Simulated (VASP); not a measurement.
Input:

```
CELL_PARAMETERS angstrom
      2.99000     0.00000     0.00000
      0.00000     2.99000     0.00000
      0.00000     0.00000     2.99000
ATOMIC_POSITIONS crystal
  Ti 0.00000 0.00000 0.00000
  Co 0.50000 0.50000 0.50000
```

Method: r2SCAN meta-GGA, VASP's PBE PAW potentials (set 64) (plane waves; VASP). Numerical set-up: 520 eV cut-off, 11×11×11 Γ-centred mesh, first-order Methfessel-Paxton smearing of 0.10 eV, potentials Ti_sv Co.

Energy and stress use the plane-wave basis of the starting cell.

The ions, cell shape and volume are relaxed. Which structure does the run end with?

```
CELL_PARAMETERS angstrom
      2.95431     0.00000     0.00000
      0.00000     2.95431     0.00000
      0.00000     0.00000     2.95431
ATOMIC_POSITIONS crystal
  Ti 0.00000 0.00000 0.00000
  Co 0.50000 0.50000 0.50000
```
Space group Pm-3m (221), at a tolerance of 0.03 Å.

How do energy and volume change from the first to the last step?

The energy (σ→0) changes by -10.4 meV/atom and the volume by -3.5 %, in 7 ionic steps.

The compound is TiCo in the CsCl type structure. This run relaxes it. Symmetry was kept, so distortions that lower it aren't found. The run is not spin-polarised, so no magnetic state was tried. The electron count is odd and the run is not spin-polarised, which forces a metal.
